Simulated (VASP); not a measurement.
Given:

```
Au
1.0
    0.00000     2.04000     2.04000
    2.04000     0.00000     2.04000
    2.04000     2.04000     0.00000
Au
1
Cartesian
  0.00000   0.00000   0.00000
```

The numbers are results of PBE GGA with D4 dispersion, VASP's PBE PAW potentials (set 64) (plane waves; VASP), not measurements. Settings: 520 eV cut-off, 14×14×14 Γ-centred mesh, first-order Methfessel-Paxton smearing of 0.10 eV, potentials Au.

### Question
The ions, cell shape and volume are relaxed. What does this cell relax into?

### Answer

```
Au
1.0
    0.00000     2.05211     2.05211
    2.05211     0.00000     2.05211
    2.05211     2.05211     0.00000
Au
1
Cartesian
  0.00000   0.00000   0.00000
```
Space group Fm-3m (225), at a tolerance of 0.03 Å.

### Question
How do energy and volume change from the first to the last step?

### Answer
The energy (σ→0) changes by -2.9 meV/atom and the volume by +1.8 %, in 3 ionic steps.

The compound is Au in the fcc structure. This run relaxes it. Symmetry was kept, so distortions that lower it aren't found.
